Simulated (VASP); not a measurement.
Method: AM05 GGA, VASP's PBE PAW potentials (set 64) (plane waves; VASP 6.6.1).

Input for VASP

**INCAR**
```
ISMEAR = 0   ! Gaussian
SIGMA = 0.05
ALGO = Normal   ! blocked Davidson
LWAVE = .False.
PREC = Accurate
EDIFF = 1E-7   ! SCF stop (eV)
SYSTEM = AlN
NELM = 100
GGA = AM   ! AM05
LCHARG = .False.
LASPH = .True.
ENCUT = 520
LREAL = .False.   ! projection in real space or not
ISIF = 2
```

**KPOINTS**
```
K-points
0
Gamma
10 10 10
```

File POSCAR:
```
AlN
1
    0.0000000000     2.1439187544     2.1439187544
    2.1439187544     0.0000000000     2.1439187544
    2.1439187544     2.1439187544     0.0000000000
Al N
1 1
Direct
  0.0000000000   0.0000000000   0.0000000000
  0.2500000000   0.2500000000   0.2500000000
```

POTCAR, in this order: Al N (PBE.64 set). Program: vasp_std.

The resulting files:

OUTCAR:
```
 ion  position               nearest neighbor table
   1  0.000  0.000  0.000-   2 1.86   2 1.86   2 1.86   2 1.86
   2  0.250  0.250  0.250-   1 1.86   1 1.86   1 1.86   1 1.86
  LATTYP: Found a face centered cubic cell.
 ALAT       =     4.2878375088
 Subroutine PRICEL returns:
 Original cell was already a primitive cell.
 Subroutine GETGRP returns: Found 24 space group operations
The static configuration has the point symmetry T_d .
The dynamic configuration has the point symmetry T_d .
 Subroutine INISYM returns: Found 24 space group operations
 Subroutine IBZKPT returns following result:
 Found     47 irreducible k-points:

 Following reciprocal coordinates:
            Coordinates               Weight
  0.000000  0.000000  0.000000      1.000000
  0.100000  0.000000  0.000000      8.000000
  0.200000  0.000000  0.000000      8.000000
  0.300000  0.000000  0.000000      8.000000
  0.400000  0.000000  0.000000      8.000000
  0.500000  0.000000  0.000000      4.000000
  0.100000  0.100000  0.000000      6.000000
  0.200000  0.100000  0.000000     24.000000
  0.300000  0.100000  0.000000     24.000000
  0.400000  0.100000  0.000000     24.000000
  0.500000  0.100000  0.000000     24.000000
 -0.400000  0.100000  0.000000     24.000000
 -0.300000  0.100000  0.000000     24.000000
 -0.200000  0.100000  0.000000     24.000000
 -0.100000  0.100000  0.000000     12.000000
  0.200000  0.200000  0.000000      6.000000
  0.300000  0.200000  0.000000     24.000000
  0.400000  0.200000  0.000000     24.000000
  0.500000  0.200000  0.000000     24.000000
 -0.400000  0.200000  0.000000     24.000000
 -0.300000  0.200000  0.000000     24.000000
 -0.200000  0.200000  0.000000     12.000000
  0.300000  0.300000  0.000000      6.000000
  0.400000  0.300000  0.000000     24.000000
  0.500000  0.300000  0.000000     24.000000
 -0.400000  0.300000  0.000000     24.000000
 -0.300000  0.300000  0.000000     12.000000
  0.400000  0.400000  0.000000      6.000000
  0.500000  0.400000  0.000000     24.000000
 -0.400000  0.400000  0.000000     12.000000
  0.500000  0.500000  0.000000      3.000000
  0.300000  0.200000  0.100000     24.000000
  0.400000  0.200000  0.100000     48.000000
  0.500000  0.200000  0.100000     48.000000
 -0.400000  0.200000  0.100000     24.000000
  0.400000  0.300000  0.100000     24.000000
  0.500000  0.300000  0.100000     48.000000
 -0.400000  0.300000  0.100000     48.000000
 -0.300000  0.300000  0.100000     48.000000
 -0.200000  0.300000  0.100000     24.000000
   k-points           NKPTS =     47   k-points in BZ     NKDIM =     47   number of bands    NBANDS=      8
   number of dos      NEDOS =    301   number of ions     NIONS =      2
   total plane-waves  NPLWV =  13824
   dimension x,y,z NGX =    24 NGY =   24 NGZ =   24
   dimension x,y,z NGXF=    48 NGYF=   48 NGZF=   48
   ions per type =               1   1
   PREC   = accura    normal or accurate (medium, high low for compatibility)
   ISTART =      0    job   : 0-new  1-cont  2-samecut
   ICHARG =      2    charge: 1-file 2-atom 10-const
   ISPIN  =      1    spin polarized calculation?
   LNONCOLLINEAR =      F non collinear calculations
   LSORBIT =      F    spin-orbit coupling
   INIWAV =      1    electr: 0-lowe 1-rand  2-diag
   ENCUT  =  520.0 eV  38.22 Ry    6.18 a.u.   5.64  5.64  5.64*2*pi/ulx,y,z
   NELM   =    100;   NELMIN=  2; NELMDL= -5     # of ELM steps
   EDIFF  = 0.1E-06   stopping-criterion for ELM
   LREAL  =      F    real-space projection
   NLSPLINE    = F    spline interpolate recip. space projectors
   LMAXMIX     =    2 max onsite mixed and CHGCAR
...
```

### OSZICAR
```
       N       E                     dE             d eps       ncg     rms          rms(c)
DAV:   1     0.105895965902E+02    0.10590E+02   -0.41096E+03   792   0.840E+02
DAV:   2    -0.169472354222E+02   -0.27537E+02   -0.26905E+02   992   0.147E+02
DAV:   3    -0.174524233543E+02   -0.50519E+00   -0.50519E+00   856   0.254E+01
DAV:   4    -0.174542971030E+02   -0.18737E-02   -0.18737E-02  1128   0.143E+00
DAV:   5    -0.174542995969E+02   -0.24939E-05   -0.24939E-05   856   0.411E-02    0.856E+00
DAV:   6    -0.152225691424E+02    0.22317E+01   -0.11822E+01   808   0.225E+01    0.309E+00
DAV:   7    -0.151949767078E+02    0.27592E-01   -0.12584E-01   856   0.341E+00    0.211E+00
DAV:   8    -0.151835381568E+02    0.11439E-01   -0.18483E-02   792   0.186E+00    0.440E-01
DAV:   9    -0.151832461139E+02    0.29204E-03   -0.79371E-04  1072   0.231E-01    0.234E-01
DAV:  10    -0.151833379417E+02   -0.91828E-04   -0.22140E-04   776   0.133E-01    0.401E-02
DAV:  11    -0.151833371898E+02    0.75192E-06   -0.23595E-06  1056   0.142E-02    0.180E-02
DAV:  12    -0.151833376105E+02   -0.42072E-06   -0.80450E-07   784   0.918E-03    0.256E-03
DAV:  13    -0.151833376128E+02   -0.22685E-08   -0.10210E-08   456   0.100E-03
   1 F= -.15183338E+02 E0= -.15183338E+02  d E =-.819580E-12
```

### OUTCAR
```
------------------------ aborting loop because EDIFF is reached ----------------------------------------
  FORCE on cell =-STRESS in cart. coord.  units (eV):
  Direction    XX          YY          ZZ          XY          YZ          ZX
  --------------------------------------------------------------------------------------
  Total        1.7283286      1.7283286      1.7283286      0.0000000     -0.0000000     -0.0000000
  in kB      140.5018126    140.5018126    140.5018126      0.0000000     -0.0000000     -0.0000000
  external PRESSURE =     140.5018126 kB  Pullay stress =       0.0000000 kB
  volume of cell :       19.71
      direct lattice vectors                 reciprocal lattice vectors
     0.000000000  2.143918754  2.143918754    -0.233217793  0.233217793  0.233217793
     2.143918754  0.000000000  2.143918754     0.233217793 -0.233217793  0.233217793
     2.143918754  2.143918754  0.000000000     0.233217793  0.233217793 -0.233217793
  FREE ENERGIE OF THE ION-ELECTRON SYSTEM (eV)
  ---------------------------------------------------
  free  energy   TOTEN  =       -15.1833376128 eV

  energy  without entropy=      -15.1833376128  energy(sigma->0) =      -15.18333761
```
(Selected blocks of OUTCAR.)

The compound is AlN in the zinc blende structure, a metastable form; wurtzite is the usual one. This cell is one point of a volume scan, at 0.94 of the reference volume.
